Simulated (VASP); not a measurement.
**Al2Au (Fm-3m): a series in biaxial strain in the (111) plane**

Wanted: the elastic response of Al2Au to biaxial strain in the (111) plane, with a fit that predicts a row left out.

Main program and level: VASP 6.6.1; PBEsol; plane waves and PAW (Au, Al); cell typed or built by script, in the first sound run; inputs show where later runs differ.

Report form: the programs' logs are mostly left out.

## (1) Starting point

Symmetry: Fm-3m, No. 225, cubic system. Conventional cell: a = 6.000 Å, b = 6.000 Å, c = 6.000 Å, α = 90.00°, β = 90.00°, γ = 90.00°. Nearest to Au lie 8 Al at 2.60 Å. Al has 4 Au at 2.60 Å nearest. Farther neighbours are not listed.

## (2) Relax the crystal, PBEsol

The series starts from the cell that this level prefers, so that zero strain is near zero stress.

Level: PBEsol; plane waves and PAW (Au, Al); cell typed or built by script.

Input file INCAR:

```
SYSTEM = Al2Au
PREC = Accurate
ENCUT = 450
EDIFF = 1E-07
NELM = 120
ISMEAR = 1
SIGMA = 0.15
LREAL = .FALSE.
ALGO = Normal
GGA = PS
NBANDS = 14
LASPH = .TRUE.
LORBIT = 11
LWAVE = .FALSE.
LCHARG = .FALSE.
KPAR = 8
IBRION = 2
NSW = 40
ISIF = 3
EDIFFG = -0.005
POTIM = 0.4
```

Input file POSCAR:

```
Al2Au
1.0
    0.0000000000      3.0000000000      3.0000000000
    3.0000000000      0.0000000000      3.0000000000
    3.0000000000      3.0000000000      0.0000000000
Au Al
1 2
Direct
    0.0000000000      0.0000000000      0.0000000000
    0.2500000000      0.2500000000      0.2500000000
    0.7500000000      0.7500000000      0.7500000000
```

Input file KPOINTS:

```
Automatic mesh
0
Gamma
14 14 14
0 0 0
```

The projector-augmented-wave data sets are Au and Al (PBE family, release 64).

Command:

```
mpirun -np 8 vasp_std
```

The job ended after 11 s (8 MPI ranks of Intel Xeon 6975P-C (Granite Rapids), shared host; peak memory 1.8 GiB).

Numbers from this step:

* energy(sigma→0) of the program: -13.4753 eV
* stress, compression positive: -0.01 along [111], -0.01 across it (mean), GPa
* volume: 54.019 Å³
* ionic steps: 3

## (3) Strain along the normal, PBEsol

One member in full: the plane is strained by 0.5 %, and the strain along the normal is moved by secant steps until the normal stress is under 0.012 GPa or five steps are spent; the atoms relax at each step.

This step took 3 runs, each at a new trial strain with the atoms of the one before; the last is shown.

Level: PBEsol; plane waves and PAW (Au, Al); cell typed or built by script.

INCAR, as its differences from that of step 2:

```diff
@@ -15,7 +15,7 @@
 LCHARG = .FALSE.
-KPAR = 8
-IBRION = 2
-NSW = 40
-ISIF = 3
-EDIFFG = -0.005
-POTIM = 0.4
+KPAR = 2
+IBRION = 1
+NSW = 25
+ISIF = 2
+EDIFFG = -0.004
+POTIM = 0.3
```

Input file POSCAR:

```
Al2Au
1.0
   -0.0190019330      2.9963501290      2.9963501290
    2.9963501290     -0.0190019330      2.9963501290
    2.9963501290      2.9963501290     -0.0190019330
Au Al
1 2
Direct
    0.0000000000      0.0000000000      0.0000000000
    0.2509479539      0.2509479539      0.2509479539
    0.7490520461      0.7490520461      0.7490520461
```

KPOINTS is that of step 2.

Command:

```
mpirun -np 2 vasp_std
```

Wall time 49 s (2 MPI ranks); peak memory 0.61 GiB; 97 s of CPU time.

This run gave:

* energy(sigma→0) of the program: -13.4737 eV
* stress, compression positive: 0.01 along [111], -0.94 across it (mean), GPa
* ionic steps: 3

## (4) The table

The other members went through these steps as far as the tables show, with the same cutoff and, step by step, the same mesh; 27 runs are not shown. The session took 0.97 core hours (wall time by ranks) on a shared machine.

```tsv
in-plane strain (%)	strain along the normal (%)	in-plane stress, tension positive (GPa)	energy above the unstrained row, extrapolated to no smearing (meV/atom)
-2.000	1.941	-3.764	8.223
-1.500	1.475	-2.741	4.616
-1.000	0.985	-1.819	2.118
-0.500	0.467	-0.939	0.571
0	0.007	-0.016	0.000
0.500	-0.450	0.936	0.523
1.000	-0.901	1.853	2.054
1.500	-1.313	?	?
2.000	-1.694	3.730	8.287
```

## (5) Stress from the known rows

A least-squares parabola through the 8 rows shown, with e the strain in %: stress = − 0.002068 e² + 1.860 e + 0.006974 (GPa), r.m.s. residual 0.028 GPa.

At e = 1.5 this predicts 2.792 GPa.

## (6) Checking the prediction

The calculation gives 2.788 GPa, so the prediction is 0.004 GPa too high.

Slopes at zero strain, from cubics through all rows: strain ratio -0.948, stress over strain 183 GPa.

## (7) What came out

| Quantity | Value |
| --- | --- |
| error of the predicted stress | 0.004 GPa |
| ratio of normal to in-plane strain | -0.948 |
| biaxial modulus | 183 GPa |

**Reading.** As a check, the curvature of the energy gives 181 GPa for the same modulus (energy per volume = M × strain²), 1 % from the slope of the stress. These are static values: temperature and zero-point motion are left out. In a metal the slopes also depend on mesh and smearing, which were held through the series.

[Lines on the potential files, build, host, timing and source positions are cut from VASP's logs without a mark.]

[Logs are printed without paths, hosts, clocks, repeated set-up lines and the standing remarks that a program may print on its own settings, such as how far it seeks lower states.]

[Hosts, paths, dates, database ids (printed as entryN), source tags and the programs' standing remarks are cut or masked in the printed files.]

[In band tables of VASP the shares of atoms and orbitals are scaled to a sum of 1 inside the atoms' spheres.]
